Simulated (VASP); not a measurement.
A VASP calculation is set up with these files.

### INCAR
```
! general
SYSTEM  = BeTe
PREC    = Accurate
ENCUT   = 480   ! plane-wave cut-off (eV)
LREAL   = .FALSE.
LASPH   = .TRUE.   ! aspherical one-centre terms

! electronic loop
EDIFF   = 1E-7   ! SCF stop (eV)
NELM    = 100   ! most electronic steps
ALGO    = Normal
LMAXMIX = 4
LMIXTAU = .TRUE.

! smearing
ISMEAR  = 0
SIGMA   = 0.05   ! width (eV)

! functional
METAGGA = R2SCAN

! ions
IBRION  = 2   ! conjugate gradients
NSW     = 40   ! most ionic steps
ISIF    = 3
EDIFFG  = -0.01   ! ionic stop
PSTRESS = 20   ! kbar

! output
LWAVE   = .FALSE.
LCHARG  = .FALSE.
```

### POSCAR
```
BeTe
1.0
  0.0000000000   2.8312277989   2.8312277989
  2.8312277989   0.0000000000   2.8312277989
  2.8312277989   2.8312277989   0.0000000000
Be Te
1 1
Cartesian
  0.0000000000   0.0000000000   0.0000000000
  1.4156138995   1.4156138995   1.4156138995
```

**KPOINTS**
```
Regular mesh
0
Gamma
8 8 8
```

POTCAR, in this order: Be Te (PBE.64 set). Program: vasp_std.

Task: Write an equivalent input for Ansatz.

Result: One equivalent input (not run):
Ansatz 0.2 input:
```yaml
crystal:
  lattice:
    - [0.0000000, 2.8312278, 2.8312278]
    - [2.8312278, 0.0000000, 2.8312278]
    - [2.8312278, 2.8312278, 0.0000000]
  atoms:
    - { symbol: Be, position: [0.0000000, 0.0000000, 0.0000000] }
    - { symbol: Te, position: [0.2500000, 0.2500000, 0.2500000] }
kpoints:
  mp_grid: { grid: [8, 8, 8] }
hamiltonian:
  xc: r2scan
  pseudopotentials: { kind: paw }
scf:
  occupations: { method: gaussian, width: 0.05 }
  max_iter: 100
relax:
  max_steps: 40
  f_tol: 0.01
  cell: { p_target: 2 }
output: { forces: true, stress: true, eigenvalues: true }
```
Limits of the translation: each code has its own PAW files, so the cut-off isn't converted (ENCUT is set for VASP's; basis.ecutwfc is left out, and Ansatz then takes the one that its files recommend); Ansatz stops its SCF on the density residual and VASP on the energy change (EDIFF).

The compound is BeTe in the zinc blende structure. This run relaxes it under an external pressure of 2 GPa. Symmetry was kept, so distortions that lower it aren't found.
